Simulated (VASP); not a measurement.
```
CELL_PARAMETERS angstrom
      2.90217     0.00000     0.00000
      0.00000     2.90217     0.00000
      0.00000     0.00000     2.90217
ATOMIC_POSITIONS crystal
  Ga 0.50000 0.50000 0.50000
  Co 0.00000 0.00000 0.00000
```

All values below come from optB88-vdW, VASP's PBE PAW potentials (set 64) (plane waves; VASP 6.6.1). Settings: 520 eV cut-off, 13×13×13 Γ-centred mesh, first-order Methfessel-Paxton smearing of 0.10 eV, potentials Ga_d Co.

Task: Give the stress tensor in GPa (positive for a compressed cell).

Result: 
```
-4.91   0.00   0.00
 0.00  -4.91   0.00
 0.00   0.00  -4.91
```
The pressure is its mean diagonal, -4.91 GPa.

The compound is CoGa in the CsCl type structure. This cell is one point of a volume scan, at 1.03 of the reference volume. The run is not spin-polarised, so no magnetic state was tried.
